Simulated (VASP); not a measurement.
Runs of VASP 6.6.1 on RuS. It takes space group F-43m (No. 216, cubic). The conventional cell has a = 5.529 Å, b = 5.529 Å, c = 5.529 Å, α = 90.00°, β = 90.00°, γ = 90.00°. Ru (site symmetry -43m) has 4 S at 2.39 Å as nearest neighbours. S (site symmetry -43m) has 4 Ru at 2.39 Å as nearest neighbours. The cell comes from a database or a generator and needn't be the stable form of this composition.

```tsv
spin	U	fixed moment (μB)	gap on the mesh (eV)	pressure (GPa)	moment (μB)
collinear, zero start	Ru d U = 2 eV	-	none	(a)	0.00
collinear, ferromagnetic start	Ru d U = 2 eV	-	none	-20.3	0.60
collinear, random start	Ru d U = 2 eV	-	none	-20.3	0.60
collinear, ferromagnetic start	Ru d U = 7 eV	0	-	-17.2	0.00
collinear, random start	Ru d U = 7 eV	-	none	1.0	2.00
```

Alike in all rows: task single point; level PBEsol+U; potentials or basis VASP PAW PBE potentials, release 64 (Ru_pv, S); cell as given; k mesh 6 × 6 × 6; cutoff (eV) 520; smearing gaussian 0.05 eV.

**Question.** Fill in the values left out.

**Answer.** (a) -21.0.

Caveats: the PAW data sets were made with another functional, which shifts forces and pressure a little; the total moment is fixed, so each spin has its own Fermi level (some runs).

A k mesh can miss the band edges, and the runs leave out spin-orbit coupling on Ru.

A gap of «none» marks a metal or a gap under the smearing width.
